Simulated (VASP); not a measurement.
Runs of VASP 6.6.1 on As. The structure is trigonal, space group R-3m (No. 166). Conventional cell: a = 3.762 Å, b = 3.762 Å, c = 10.542 Å, α = 90.00°, β = 90.00°, γ = 120.00°. As (site symmetry 3m) is surrounded by 3 As at 2.51 Å. 

```tsv
level	potentials or basis	k mesh	cutoff (eV)	gap on the mesh (eV)	pressure (GPa)	relaxed volume (Å³/atom)	largest force (eV/Å)
r2SCAN	VASP PAW PBE potentials, release 64 (As)	12 × 12 × 12	600	0.56	0.0	28.27	-
PBEsol	VASP PAW PBE potentials, release 64 (As)	12 × 12 × 12	600	none	0.0	20.89	-
LDA	VASP PAW LDA potentials, release 64 (As)	12 × 12 × 12	600	none	0.0	20.42	-
PBE	VASP PAW PBE potentials, release 64 (As)	12 × 12 × 12	600	none	0.0	(c)	0.01
PBE	VASP PAW PBE potentials, release 64 (As)	6 × 6 × 6	300	none	0.0	(a)	0.01
rev-vdW-DF2	VASP PAW PBE potentials, release 64 (As)	12 × 12 × 12	600	none	0.0	21.96	-
PBE+D3(BJ)	VASP PAW PBE potentials, release 64 (As)	12 × 12 × 12	600	none	0.0	(b)	-
```

Alike in all rows: task relaxation of cell and atoms; no spin polarisation; cell relaxed; smearing methfessel-paxton 0.1 eV.

Task: Fill in the values left out.

Result: (a) 22.51; (b) 20.91; (c) 22.61.

Caveats: the PAW data sets were made with another functional, which shifts forces and pressure a little (some runs); the volume moved by over 15 % at a fixed basis, so the end points are rough (some runs); the volume moved by +31 % from the deposited cell, more than functionals usually miss (some runs); pairwise dispersion overbinds metals, which lowers pressure and volume (some runs).

A k mesh can miss the band edges, and the runs leave out spin-orbit coupling on As.

A gap of «none» marks a metal or a gap under the smearing width.

Not every run made on this cell is shown here.
